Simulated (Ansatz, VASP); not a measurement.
## ZnHgO2 in VASP and in Ansatz

```
Zn Hg O
1.0
     4.00922    0.00000    0.00000
     0.00000    4.00922    0.00000
     0.00000    0.00000    3.30459
Zn Hg O
1 1 2
Direct
  0.00000 0.00000 0.00000
  0.50000 0.50000 0.50000
  0.50000 0.00000 0.00000
  0.00000 0.50000 0.00000
```

The cell was built by a generator and needn't be a form met in nature.

Alike in both runs: task relaxation of cell and atoms; functional RPBE; dispersion D3(BJ); k mesh 5 × 5 × 6; occupations fermi-dirac, width 0.05 eV; no spin polarisation.

|  | VASP | Ansatz |
| --- | --- | --- |
| version | VASP 6.6.1 | Ansatz 0.2.0 |
| potentials or method | VASP PAW PBE potentials, release 64 (Zn, Hg, O) | Ansatz PAW |
| plane-wave cutoff (eV) | 600 | 420 |
| valence electrons in the cell | 36 | 44 |

Ansatz gave:

| Item | Value |
| --- | --- |
| gap on the k mesh at the Fermi level, each at its own relaxed structure (eV) | none |
| relaxed volume (Å³/atom) | 11.68 |
| relaxed cell length with the largest relative difference (Å) | 3.933 |
| energy change over the relaxation (meV/atom) | -80 |

Task: Estimate VASP's values.

Result: gap on the k mesh at the Fermi level, each at its own relaxed structure (eV): none; relaxed volume (Å³/atom): 11.77; relaxed cell length with the largest relative difference (Å): 3.945; energy change over the relaxation (meV/atom): -73.

A gap of «none» marks a metal or a gap that the smearing closes. The two sets of potentials don't hold the same shells in valence.

Caveats: pairwise dispersion overbinds metals, which lowers pressure and volume; the PAW data sets were made with another functional, which shifts forces and pressure a little (VASP); the plane-wave basis is chosen anew once the cell has moved, so the energies of steps on either side of that aren't comparable (Ansatz); the pressure holds a Pulay correction of +0.6 GPa for the finite cutoff (Ansatz); the PAW data sets come from PBE, with cores solved anew for the run's functional, which leaves a small shift of forces and pressure (Ansatz). The runs have no spin-orbit coupling, so splittings on Hg are missing.
